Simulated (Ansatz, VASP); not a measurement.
## LiTiB4: VASP beside Ansatz

File INCAR:

```
SYSTEM = LiTiB4
PREC = Accurate ; ENCUT = 600
EDIFF = 1E-6 ; ISMEAR = -1
SIGMA = 0.05 ; LREAL = .False.
LASPH = .True. ; NELM = 80
ALGO = Fast ; ISIF = 3
LWAVE = .False. ; LCHARG = .False.
GGA = PS ; IBRION = 2
NSW = 40 ; EDIFFG = -0.01
```

The input KPOINTS:

```
regular mesh
0
Gamma
  7 7 3
  0 0 0
```

POSCAR

```
LiTiB4
1.0
    3.0209600000      0.0000000000      0.0000000000
   -1.5104800000      2.6162300000      0.0000000000
    0.0000000000      0.0000000000      6.7608500000
Li Ti B
1 1 4
Direct
    0.0000000000      0.0000000000      0.5000000000
    0.0000000000      0.0000000000      0.0000000000
    0.3333300000      0.6666700000      0.7673400000
    0.6666700000      0.3333300000      0.7673400000
    0.3333300000      0.6666700000      0.2326600000
    0.6666700000      0.3333300000      0.2326600000
```

File input.yaml:

```yaml
crystal:
  lattice:
    - [3.02096, 0.0, 0.0]
    - [-1.51048, 2.61623, 0.0]
    - [0.0, 0.0, 6.76085]
  atoms:
    - { symbol: Li, position: [0.0, 0.0, 0.5] }
    - { symbol: Ti, position: [0.0, 0.0, 0.0] }
    - { symbol: B, position: [0.33333, 0.66667, 0.76734] }
    - { symbol: B, position: [0.66667, 0.33333, 0.76734] }
    - { symbol: B, position: [0.33333, 0.66667, 0.23266] }
    - { symbol: B, position: [0.66667, 0.33333, 0.23266] }
hamiltonian:
  xc: pbesol
  pseudopotentials: { kind: paw }
kpoints:
  mp_grid: { grid: [7, 7, 3] }
scf:
  occupations: { method: fermi_dirac, width: 0.05 }
output:
  forces: true
  stress: true
  eigenvalues: true
relax:
  f_tol: 0.01
  max_steps: 40
  cell: { stress_tol: 0.05 }
```

The cell was built by a generator and needn't be a form met in nature.

Alike in both runs: task relaxation of cell and atoms; functional PBEsol; k mesh 7 × 7 × 3; occupations fermi-dirac, width 0.05 eV; no spin polarisation.

|  | VASP | Ansatz |
| --- | --- | --- |
| version | VASP 6.6.1 | Ansatz 0.2.0 |
| potentials or method | VASP PAW PBE potentials, release 64 (Li_sv, Ti_sv, B) | Ansatz PAW |
| plane-wave cutoff (eV) | 600 | 420 |
| valence electrons in the cell | 27 | 27 |

VASP gave:

```
gap on the k mesh at the Fermi level, each at its own relaxed structure (eV) : none
relaxed volume (Å³/atom)                                                     : 8.72
relaxed cell length with the largest relative difference (Å)                 : 6.654
energy change over the relaxation (meV/atom)                                 : -2
```

Question: Which values does Ansatz return?

Answer: gap on the k mesh at the Fermi level, each at its own relaxed structure (eV): none; relaxed volume (Å³/atom): 8.70; relaxed cell length with the largest relative difference (Å): 6.650; energy change over the relaxation (meV/atom): -3.

A gap of «none» marks a metal or a gap that the smearing closes.

Caveats: the cutoff is under 1.25 times the usual one of these potentials, so pressure, stress and relaxed cells hold a basis-set (Pulay) error (VASP); the PAW data sets were made with another functional, which shifts forces and pressure a little (VASP); the plane-wave basis is chosen anew once the cell has moved, so the energies of steps on either side of that aren't comparable (Ansatz); the PAW data sets come from PBE, with cores solved anew for the run's functional, which leaves a small shift of forces and pressure (Ansatz).
